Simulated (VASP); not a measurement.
Given:

```xyz
2
Lattice="0.0000 3.2754 3.2754 3.2754 0.0000 3.2754 3.2754 3.2754 0.0000" Properties=species:S:1:pos:R:3 pbc="T T T"
Hg     0.0000     0.0000     0.0000
Te     1.6377     1.6377     1.6377
```

Calculation: PBE GGA with D3 dispersion (zero damping), VASP's PBE PAW potentials (set 64) (plane waves; VASP). Numerical set-up: 520 eV cut-off, 10×10×10 Γ-centred mesh, first-order Methfessel-Paxton smearing of 0.10 eV, potentials Hg Te.

Unless said otherwise, spin-orbit coupling is left out, though it shifts the bands of the heavy elements here.

Problem. Estimate the energy per atom (σ→0), band gap (on the k-mesh) with the smallest direct gap where there is one.

Solution. 
```yaml
band gap (on the k-mesh): none (metal, semimetal or under 0.01 eV)
energy per atom (σ→0): -2.105 eV/atom
```

Only differences to runs with the same potentials and settings are physical.

The compound is HgTe in the zinc blende structure. It was relaxed first.
